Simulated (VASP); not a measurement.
Consider the following.

```
CELL_PARAMETERS angstrom
      1.95183    -3.38067     0.00000
      1.95183     3.38067     0.00000
      0.00000     0.00000     8.99100
ATOMIC_POSITIONS crystal
  Sn 0.00000 0.00000 0.00000
  Se 0.33333 0.66667 0.17745
  Se 0.66667 0.33333 0.82255
```

Computed with revPBE GGA, VASP's PBE PAW potentials (set 64) (plane waves; VASP 6.6.1). Numerical set-up: 520 eV cut-off, 7×7×3 Γ-centred mesh, tetrahedra with Blöchl corrections, potentials Sn_d Se.

Without a dispersion term in the relaxation, distances and binding between the weakly bound layers, chains or molecules are unreliable, and so is what depends on them.

What does the run give for the energy per atom (σ→0)?

```json
{
  "energy per atom (σ→0)": "-3693 meV/atom"
}
```

The compound is SnSe2 in the 1T layered structure. It was relaxed first, which changed the volume by +54 %.
